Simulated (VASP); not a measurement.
OSZICAR of a VASP run on P (relaxed from the omega structure, space group P6/mmm):

### OSZICAR
```
       N       E                     dE             d eps       ncg     rms          rms(c)
DAV:   1     0.364903965593E+02    0.36490E+02   -0.61390E+03  1540   0.107E+03
DAV:   2    -0.131527536795E+02   -0.49643E+02   -0.46475E+02  2051   0.161E+02
DAV:   3    -0.156477679373E+02   -0.24950E+01   -0.23974E+01  1990   0.338E+01
DAV:   4    -0.156980571577E+02   -0.50289E-01   -0.50066E-01  1983   0.470E+00
DAV:   5    -0.156991110538E+02   -0.10539E-02   -0.10536E-02  2051   0.493E-01    0.772E+00
DAV:   6    -0.156728519089E+02    0.26259E-01   -0.14069E-02  1807   0.807E-01    0.447E+00
DAV:   7    -0.156612073502E+02    0.11645E-01   -0.24470E-02  1744   0.105E+00    0.174E-01
DAV:   8    -0.156611965801E+02    0.10770E-04   -0.67203E-04  1962   0.210E-01    0.451E-02
DAV:   9    -0.156611983152E+02   -0.17352E-05   -0.14134E-05  2222   0.282E-02    0.144E-02
DAV:  10    -0.156611989296E+02   -0.61441E-06   -0.40574E-07  1917   0.535E-03    0.402E-03
DAV:  11    -0.156611987544E+02    0.17523E-06   -0.68391E-08  1181   0.192E-03    0.351E-04
DAV:  12    -0.156611987378E+02    0.16585E-07   -0.60073E-09  1097   0.623E-04
   1 F= -.15661199E+02 E0= -.15661727E+02  d E =0.158546E-02
```

Q: Which electronic solver shows in the log?

A: It is blocked Davidson (ALGO = Normal, or the opening steps of other solvers). The INCAR had ALGO = Normal.

Q: Can the final energy be trusted as converged?

A: The run converged. It stopped with EDIFF = 1E-7, NELM = 100 (PBEsol GGA, plane waves, VASP's PBE PAW potentials (set 64)).

The structure was generated: P was put into the omega type (P6/mmm), which need not be its known phase. It was relaxed first. VASP warned that the highest band is occupied, so more bands are needed.
